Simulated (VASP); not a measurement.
# Na2AlTlF6 (Fm-3m) in VASP: single point with PBE

Aim: the single point of Na2AlTlF6 with PBE.

Program: VASP 6.6.1. These are calculated values, not measurements. Logs are shortened: lines on timing, memory, paths and dates and some standing lists are left out, and cuts for length are marked.

## (1) The structure

Symmetry: Fm-3m, No. 225, cubic system. The conventional cell has a = 8.830 Å, b = 8.830 Å, c = 8.830 Å, α = 90.00°, β = 90.00°, γ = 90.00°. Na (site symmetry -43m) is surrounded by 12 F at 3.14 Å. Al (site symmetry m-3m) has 6 F at 1.83 Å as nearest neighbours. Around Tl (site symmetry m-3m) lie 6 F at 2.59 Å. F (site symmetry 4mm) is surrounded by 1 Al at 1.83 Å.

The cell comes from a database or a generator and needn't be the stable form of this composition.

## (2) Single point, PBE

The input, INCAR:

```
  PREC = Accurate
  ENCUT = 520
  EDIFF = 1E-6
  ISMEAR = 0
  SIGMA = 0.01
  LREAL = F
  LASPH = T
  NELM = 100
  ALGO = Normal
  ISIF = 2
  LWAVE = F
  LCHARG = F
  GGA = PE
  NBANDS = 47
```

The input, KPOINTS:

```
regular mesh
0
Gamma
  3 3 3
```

The input, POSCAR:

```
Na2AlTlF6
1.0
    0.0000000000      4.4149120000      4.4149120000
    4.4149120000      0.0000000000      4.4149120000
    4.4149120000      4.4149120000      0.0000000000
Na Al Tl F
2 1 1 6
Direct
    0.7500000000      0.7500000000      0.7500000000
    0.2500000000      0.2500000000      0.2500000000
    0.0000000000      0.0000000000      0.0000000000
    0.5000000000      0.5000000000      0.5000000000
    0.7929180000      0.2070820000      0.2070820000
    0.2070820000      0.2070820000      0.7929180000
    0.2070820000      0.7929180000      0.7929180000
    0.2070820000      0.7929180000      0.2070820000
    0.7929180000      0.2070820000      0.7929180000
    0.7929180000      0.7929180000      0.2070820000
```

Potentials or basis: VASP PAW PBE potentials, release 64 (Na_pv, Al, Tl_d, F).

On the command line:

```
$ cat potpaw_PBE.64/Na_pv/POTCAR potpaw_PBE.64/Al/POTCAR potpaw_PBE.64/Tl_d/POTCAR potpaw_PBE.64/F/POTCAR > POTCAR
$ mpirun -np 1 vasp_std > vasp.out
```

OUTCAR:

```text
PREC = Accurate
   ENCUT = 520
   EDIFF = 1E-6
   ISMEAR = 0
   LREAL = F
   LASPH = T
   NELM = 100
   ISIF = 2
   GGA = PE

 ion  position               nearest neighbor table
   1  0.750  0.750  0.750-
   2  0.250  0.250  0.250-
   3  0.000  0.000  0.000-   5 1.83   6 1.83   7 1.83   8 1.83   9 1.83  10 1.83
   4  0.500  0.500  0.500-   5 2.59   6 2.59   7 2.59   8 2.59   9 2.59  10 2.59
   5  0.793  0.207  0.207-   3 1.83   4 2.59
   6  0.207  0.207  0.793-   3 1.83   4 2.59
   7  0.207  0.793  0.793-   3 1.83   4 2.59
   8  0.207  0.793  0.207-   3 1.83   4 2.59
   9  0.793  0.207  0.793-   3 1.83   4 2.59
  10  0.793  0.793  0.207-   3 1.83   4 2.59

  LATTYP: Found a face centered cubic cell.
 ALAT       =     8.8298240000

  Lattice vectors:

 A1 = (   0.0000000000,   4.4149120000,   4.4149120000)
 A2 = (   4.4149120000,   0.0000000000,   4.4149120000)
 A3 = (   4.4149120000,   4.4149120000,   0.0000000000)

Analysis of symmetry for initial positions (statically):
=====================================================================
 Subroutine PRICEL returns:
 Original cell was already a primitive cell.

 Routine SETGRP: Setting up the symmetry group for a
 face centered cubic supercell.

 Subroutine GETGRP returns: Found 48 space group operations
 (whereof 48 operations were pure point group operations)
 out of a pool of 48 trial point group operations.

The static configuration has the point symmetry O_h .

Analysis of symmetry for dynamics (positions and initial velocities):
=====================================================================
 Subroutine PRICEL returns:
 Original cell was already a primitive cell.

 Routine SETGRP: Setting up the symmetry group for a
 face centered cubic supercell.

 Subroutine GETGRP returns: Found 48 space group operations
 (whereof 48 operations were pure point group operations)
 out of a pool of 48 trial point group operations.

The dynamic configuration has the point symmetry O_h .

 Subroutine INISYM returns: Found 48 space group operations
 (whereof 48 operations are pure point group operations),
 and found     1 'primitive' translations

----------------------------------------------------------------------------------------

                                     Primitive cell

  volume of cell :     172.1061

  direct lattice vectors                    reciprocal lattice vectors
     0.000000000  4.414912000  4.414912000    -0.113252540  0.113252540  0.113252540
     4.414912000  0.000000000  4.414912000     0.113252540 -0.113252540  0.113252540
     4.414912000  4.414912000  0.000000000     0.113252540  0.113252540 -0.113252540

  length of vectors
     6.243628427  6.243628427  6.243628427     0.196159154  0.196159154  0.196159154

  position of ions in fractional coordinates (direct lattice)
     0.750000000  0.750000000  0.750000000
     0.250000000  0.250000000  0.250000000
     0.000000000  0.000000000  0.000000000
     0.500000000  0.500000000  0.500000000
     0.792918000  0.207082000  0.207082000
     0.207082000  0.207082000  0.792918000
     0.207082000  0.792918000  0.792918000
     0.207082000  0.792918000  0.207082000
     0.792918000  0.207082000  0.792918000
     0.792918000  0.792918000  0.207082000

  ion indices of the primitive-cell ions
   primitive index   ion index
                 1           1
                 2           2
                 3           3
                 4           4
                 5           5
                 6           6
                 7           7
                 8           8
                 9           9
                10          10

----------------------------------------------------------------------------------------

 KPOINTS: regular mesh

Automatic generation of k-mesh.
 Grid dimensions read from file:
 generate k-points for:    3    3    3

 Generating k-lattice:

  Cartesian coordinates                     Fractional coordinates (reciprocal lattice)
    -0.037750847  0.037750847  0.037750847     0.333333333  0.000000000  0.000000000
     0.037750847 -0.037750847  0.037750847     0.000000000  0.333333333  0.000000000
     0.037750847  0.037750847 -0.037750847     0.000000000  0.000000000  0.333333333

  Length of vectors
     0.065386385  0.065386385  0.065386385

  Shift w.r.t. Gamma in fractional coordinates (k-lattice)
     0.000000000  0.000000000  0.000000000

 Subroutine IBZKPT returns following result:
 ===========================================

 Found      4 irreducible k-points:

 Following reciprocal coordinates:
            Coordinates               Weight
  0.000000  0.000000  0.000000      1.000000
  0.333333  0.000000  0.000000      8.000000
  0.333333  0.333333  0.000000      6.000000
 -0.333333  0.333333  0.000000     12.000000
   k-points           NKPTS =      4   k-points in BZ     NKDIM =      4   number of bands    NBANDS=     47
   number of dos      NEDOS =    301   number of ions     NIONS =     10
   total plane-waves  NPLWV = 110592
   dimension x,y,z NGX =    48 NGY =   48 NGZ =   48
   dimension x,y,z NGXF=    96 NGYF=   96 NGZF=   96
   ions per type =               2   1   1   6
   NGX,Y,Z   is equivalent  to a cutoff of  12.78, 12.78, 12.78 a.u.
   NGXF,Y,Z  is equivalent  to a cutoff of  25.56, 25.56, 25.56 a.u.
 SYSTEM =  unknown system
   PREC   = accura    normal or accurate (medium, high low for compatibility)
   ISTART =      0    job   : 0-new  1-cont  2-samecut
   ICHARG =      2    charge: 1-file 2-atom 10-const
   ISPIN  =      1    spin polarized calculation?
   LNONCOLLINEAR =      F non collinear calculations
   LSORBIT =      F    spin-orbit coupling
   LASPH  =      T    aspherical Exc in radial PAW
   ENCUT  =  520.0 eV  38.22 Ry    6.18 a.u.  11.61 11.61 11.61*2*pi/ulx,y,z
   NELM   =    100;   NELMIN=  2; NELMDL= -5     # of ELM steps
   EDIFF  = 0.1E-05   stopping-criterion for ELM
   LREAL  =      F    real-space projection
   EDIFFG = 0.1E-04   stopping-criterion for IOM
   NSW    =      0    number of steps for IOM
   IBRION =     -1    ionic relax: 0-MD 1-quasi-New 2-CG
   NFREE  =      0    steps in history (QN), initial steepest desc. (CG)
   ISIF   =      2    stress and relaxation
   ISYM   =      2    0-nonsym 1-usesym 2-fastsym
   POTIM  = 0.5000    time-step for ionic-motion
   TEBEG  =    0.0;   TEEND  =   0.0 temperature during run
   PSTRESS=    0.0 pullay stress
   NELECT =      72.0000    total number of electrons
   NUPDOWN=      -1.0000    fix difference up-down
   EMIN   =  10.00;   EMAX   =-10.00  energy-range for DOS
   EFERMI =   0.00;   METHOD = LEGACY
   ISMEAR =     0;   SIGMA  =   0.01  broadening in eV -4-tet -1-fermi 0-gaus
   EFERMI_NEDOS =   21; number of points for ismear=-14 and -15
   IALGO  =     38    algorithm
   IMIX   =      4    mixing-type and parameters
     AMIX     =   0.40;   BMIX     =  1.00
     AMIX_MAG =   1.60;   BMIX_MAG =  1.00
  volume/ion in A,a.u.               =      17.21       116.14
  Fermi-wavevector in a.u.,A,eV,Ry     =   1.224391  2.313764 20.396961  1.499134
  Thomas-Fermi vector in A             =   2.359468
   LORBIT       =      0    0 simple, 1 ext, 2 COOP (PROOUT), +10 PAW based schemes
   GGA     = PE    functional components
   LHFCALC =     F    Hartree Fock is set to
   AEXX    =    0.0000 exact exchange contribution
   IVDW    =     0    specifies the selected vdW correction
   LEPSILON=     F    determine dielectric tensor
   LRPA    =     F    only Hartree local field effects (RPA)
 non-spin polarized calculation
 Gauss-broadening in eV      SIGMA  =   0.01
  energy-cutoff  :      520.00
  volume of cell :      172.11
 maximum number of plane-waves:      4648
 NGX is ok and might be reduce to    48
   NGX = 23   NGY = 23   NGZ = 23

 number of electron      72.0000007 magnetization

 Free energy of the ion-electron system (eV)
  ---------------------------------------------------
  ext. energy  EPLUGINS =         0.00000000
  ---------------------------------------------------
  free energy    TOTEN  =       -46.79036419 eV

  energy without entropy =      -46.79036419  energy(sigma->0) =      -46.79036419

 E-fermi :  -0.0111     XC(G=0):  -8.1469

 val. band max:       -0.1102754592   @ k =  -0.3333   0.3333   0.0000
 cond. band min:       4.1193162787   @ k =   0.3333   0.0000   0.0000
 fundamental gap:      4.2295917379
 Fermi energy:        -0.0110633646

 k-point     1 :       0.0000    0.0000    0.0000
  band No.  band energies     occupation
      1     -23.1501      2.00000
      2     -23.1501      2.00000
      3     -23.1501      2.00000
      4     -23.1482      2.00000
      5     -23.1482      2.00000
      6     -23.1482      2.00000
[... 39 lines left out ...]
     46      10.2270      0.00000
     47      11.3492      0.00000

 k-point     2 :       0.3333    0.0000    0.0000
  band No.  band energies     occupation
      1     -23.1514      2.00000
      2     -23.1501      2.00000
      3     -23.1499      2.00000
      4     -23.1499      2.00000
      5     -23.1489      2.00000
      6     -23.1489      2.00000
[... 39 lines left out ...]
     46      10.1388      0.00000
     47      10.3800      0.00000

 k-point     3 :       0.3333    0.3333    0.0000
  band No.  band energies     occupation
      1     -23.1534      2.00000
      2     -23.1515      2.00000
      3     -23.1515      2.00000
      4     -23.1483      2.00000
      5     -23.1480      2.00000
      6     -23.1480      2.00000
[... 39 lines left out ...]
     46      10.8224      0.00000
     47      11.4092      0.00000

 k-point     4 :      -0.3333    0.3333    0.0000
  band No.  band energies     occupation
      1     -23.1540      2.00000
      2     -23.1517      2.00000
      3     -23.1510      2.00000
      4     -23.1491      2.00000
      5     -23.1485      2.00000
      6     -23.1478      2.00000
[... 39 lines left out ...]
     46      10.8468      0.00000
     47      11.0656      0.00000

------------------------ aborting loop because EDIFF is reached ----------------------------------------

  FORCE on cell =-STRESS in cart. coord.  units (eV):
  Direction    XX          YY          ZZ          XY          YZ          ZX
  --------------------------------------------------------------------------------------
  -------------------------------------------------------------------------------------
  Total       -0.1071522     -0.1071522     -0.1071522     -0.0000000      0.0000000     -0.0000000
  in kB       -0.9975064     -0.9975064     -0.9975064     -0.0000000      0.0000000     -0.0000000
  external PRESSURE =      -0.9975064 kB  Pullay stress =       0.0000000 kB

 VOLUME and BASIS-vectors are now :
 -----------------------------------------------------------------------------
  energy-cutoff  :      520.00
  volume of cell :      172.11
      direct lattice vectors                 reciprocal lattice vectors
     0.000000000  4.414912000  4.414912000    -0.113252540  0.113252540  0.113252540
     4.414912000  0.000000000  4.414912000     0.113252540 -0.113252540  0.113252540
     4.414912000  4.414912000  0.000000000     0.113252540  0.113252540 -0.113252540

 POSITION                                       TOTAL-FORCE (eV/Angst)
 -----------------------------------------------------------------------------------
      6.62237      6.62237      6.62237         0.000000      0.000000      0.000000
      2.20746      2.20746      2.20746         0.000000      0.000000      0.000000
      0.00000      0.00000      0.00000        -0.000000      0.000000      0.000000
      4.41491      4.41491      4.41491        -0.000000      0.000000      0.000000
      1.82850      4.41491      4.41491         0.004102      0.000000      0.000000
      4.41491      4.41491      1.82850        -0.000000      0.000000      0.004102
      7.00133      4.41491      4.41491        -0.004102      0.000000      0.000000
      4.41491      1.82850      4.41491        -0.000000      0.004102      0.000000
      4.41491      7.00133      4.41491        -0.000000     -0.004102      0.000000
      4.41491      4.41491      7.00133        -0.000000      0.000000     -0.004102
 -----------------------------------------------------------------------------------
    total drift:                                0.000000      0.000000      0.000000

  FREE ENERGIE OF THE ION-ELECTRON SYSTEM (eV)
  ---------------------------------------------------
  free  energy   TOTEN  =       -46.7903641903 eV

  energy  without entropy=      -46.7903641903  energy(sigma->0) =      -46.79036419
```

Wall time 42 s (1 thread of Intel Xeon Platinum 8488C (Sapphire Rapids), shared host); peak memory 0.32 GiB.

What came out:

```yaml
Free_energy: -46.7904 eV
Pressure: -0.1 GPa
Largest_force: 0.004 eV/Å
Band_gap_on_the_k_mesh: 4.23 eV, indirect (least direct gap 4.56 eV)
```

Forces in eV/Å, atoms in the order of the input:
```
Na   0.000  0.000  0.000
Na   0.000  0.000  0.000
Al   0.000  0.000  0.000
Tl   0.000  0.000  0.000
F    0.004  0.000  0.000
F    0.000  0.000  0.004
F   -0.004  0.000  0.000
F    0.000  0.004  0.000
F    0.000 -0.004  0.000
F    0.000  0.000 -0.004
```

Levels at points of the mesh, in eV from the valence-band top:
| k point | band 33 | band 34 | band 35 | band 36 | band 37 | band 38 | band 39 | band 40 |
| --- | --- | --- | --- | --- | --- | --- | --- | --- |
| (0.00, 0.00, 0.00) | -1.57 | -1.57 | -1.57 | -1.19 | 4.55 | 6.29 | 6.29 | 6.29 |

Caveat: spin-orbit coupling is left out, which as a rule narrows the gap of such compounds by several tenths of an eV; an odd mesh through Γ misses points on the zone boundary, where band edges often lie.
